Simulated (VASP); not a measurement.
Level of theory: RPBE GGA, VASP's PBE PAW potentials (set 64) (plane waves; VASP).

VASP ran on this input.

### KPOINTS
```
k-points along high-symmetry lines
15
Line-mode
Reciprocal
  0.000000   0.000000   0.000000 ! GAMMA
  0.500000   0.000000   0.500000 ! X

  0.500000   0.000000   0.500000 ! X
  0.625000   0.250000   0.625000 ! U

  0.375000   0.375000   0.750000 ! K
  0.000000   0.000000   0.000000 ! GAMMA

  0.000000   0.000000   0.000000 ! GAMMA
  0.500000   0.500000   0.500000 ! L

  0.500000   0.500000   0.500000 ! L
  0.500000   0.250000   0.750000 ! W

  0.500000   0.250000   0.750000 ! W
  0.500000   0.000000   0.500000 ! X
```

**POSCAR**
```
PbF2
3.0457050
  0.0000000000   1.0000000228   1.0000000228
  1.0000000228   0.0000000000   1.0000000228
  1.0000000228   1.0000000228   0.0000000000
Pb F
1 2
Cart
  1.0000000228   1.0000000228   0.0000000000
  0.5000000114   0.5000000114   0.5000000114
  1.5000000342   1.5000000342   1.5000000342
```

INCAR:
```
SYSTEM = PbF2
PREC = Accurate; ENCUT = 520; LREAL = .FALSE.
LASPH = .TRUE.; ICHARG = 11
EDIFF = 1E-7; NELM = 100; ALGO = Normal
LMAXMIX = 4
ISMEAR = 0; SIGMA = 0.05
GGA = RP
LWAVE = .FALSE.; LCHARG = .FALSE.; LORBIT = 11
```

POTCAR, in this order: Pb_d F (PBE.64 set). Program: vasp_std. Read from the step before: CHGCAR.

The run wrote:

### OSZICAR
```
       N       E                     dE             d eps       ncg     rms          rms(c)
DAV:   1     0.296681909912E+03    0.29668E+03   -0.14965E+04  3256   0.175E+03
DAV:   2     0.144873023311E+02   -0.28219E+03   -0.27301E+03  3820   0.447E+02
DAV:   3    -0.124693122632E+02   -0.26957E+02   -0.26162E+02  3774   0.149E+02
DAV:   4    -0.134091995429E+02   -0.93989E+00   -0.93830E+00  3512   0.292E+01
DAV:   5    -0.134390528799E+02   -0.29853E-01   -0.29851E-01  3684   0.527E+00
DAV:   6    -0.134406243253E+02   -0.15714E-02   -0.15714E-02  4078   0.117E+00
DAV:   7    -0.134406857714E+02   -0.61446E-04   -0.61446E-04  3880   0.182E-01
DAV:   8    -0.134406885915E+02   -0.28201E-05   -0.28201E-05  3914   0.321E-02
DAV:   9    -0.134406886742E+02   -0.82680E-07   -0.82685E-07  2290   0.415E-03
   1 F= -.13440689E+02 E0= -.13440689E+02  d E =-.144427E-13
```

OUTCAR:
```
 val. band max:        1.1537303789   @ k =   0.5000   0.5000   0.5000

 cond. band min:       5.6791608806   @ k =   0.5000   0.0000   0.5000



 k-point     1 :       0.0000    0.0000    0.0000
  band No.  band energies     occupation
      1     -19.4466      2.00000
      2     -18.9710      2.00000
      3     -13.3511      2.00000
      4     -13.3511      2.00000
      5     -13.3511      2.00000
      6     -13.3313      2.00000
      7     -13.3313      2.00000
      8      -3.4705      2.00000
      9      -0.8162      2.00000
     10      -0.8162      2.00000
     11      -0.8162      2.00000
     12      -0.3517      2.00000
     13      -0.3516      2.00000
     14      -0.3516      2.00000
     15       7.9035      0.00000
     16       7.9035      0.00000
     17       7.9035      0.00000
     18      11.8558      0.00000

 k-point     2 :       0.0357    0.0000    0.0357
  band No.  band energies     occupation
      1     -19.4440      2.00000
      2     -18.9733      2.00000
      3     -13.3504      2.00000
      4     -13.3504      2.00000
      5     -13.3490      2.00000
      6     -13.3315      2.00000
      7     -13.3310      2.00000
      8      -3.4916      2.00000
      9      -0.8328      2.00000
     10      -0.8328      2.00000
     11      -0.8065      2.00000
     12      -0.3431      2.00000
     13      -0.3431      2.00000
     14      -0.3314      2.00000
     15       7.8358      0.00000
     16       7.9170      0.00000
     17       7.9170      0.00000
     18      11.9602      0.00000

 k-point     3 :       0.0714    0.0000    0.0714
  band No.  band energies     occupation
      1     -19.4364      2.00000
      2     -18.9803      2.00000
      3     -13.3483      2.00000
      4     -13.3483      2.00000
      5     -13.3428      2.00000
      6     -13.3323      2.00000
      7     -13.3304      2.00000
      8      -3.5527      2.00000
      9      -0.8794      2.00000
     10      -0.8793      2.00000
...
```

The density is held fixed in this step, so its total energy and stress have no physical meaning. Unless said otherwise, spin-orbit coupling is left out, though it shifts the bands of the heavy elements here.

The compound is PbF2 in the fluorite structure, the β form. It was relaxed first, which changed the volume by +8 %.
